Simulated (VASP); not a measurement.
Here is the system:

```yaml
crystal:
  lattice:
    - [2.17769, -3.73327, 0.00000]
    - [2.17769, 3.73327, 0.00000]
    - [0.00000, 0.00000, 4.47669]
  atoms:
    - { symbol: Ga, position: [0.65570, 0.34430, 0.41540] }
    - { symbol: Ga, position: [0.34430, 0.65570, 0.58460] }
    - { symbol: Ga, position: [0.84430, 0.15570, 0.91540] }
    - { symbol: Ga, position: [0.15570, 0.84430, 0.08460] }
```

The numbers are results of PBE GGA, VASP's PBE PAW potentials (set 64) (plane waves; VASP 6.6.1), not measurements. Run with 300 eV cut-off, 6×6×5 Γ-centred mesh, first-order Methfessel-Paxton smearing of 0.050 eV, potentials Ga_d.

At this cut-off the stress carries a Pulay error, which pulls relaxed volumes low.

Which forces act on the atoms, in eV/Å?

```json
[
 {"atom": "Ga1", "Fx": "0.000", "Fy": "0.060", "Fz": "0.019"},
 {"atom": "Ga2", "Fx": "0.000", "Fy": "-0.060", "Fz": "-0.019"},
 {"atom": "Ga3", "Fx": "0.000", "Fy": "-0.060", "Fz": "0.019"},
 {"atom": "Ga4", "Fx": "0.000", "Fy": "0.060", "Fz": "-0.019"}
]
```

Give the stress tensor in GPa (positive for a compressed cell).

```
7.23  0.00  0.00
0.00  7.29  0.00
0.00  0.00  6.66
```
The pressure is its mean diagonal, 7.06 GPa.

The structure comes from a computed database's Ga entry; how it stands against other phases isn't given here. The cell was not relaxed at this level.
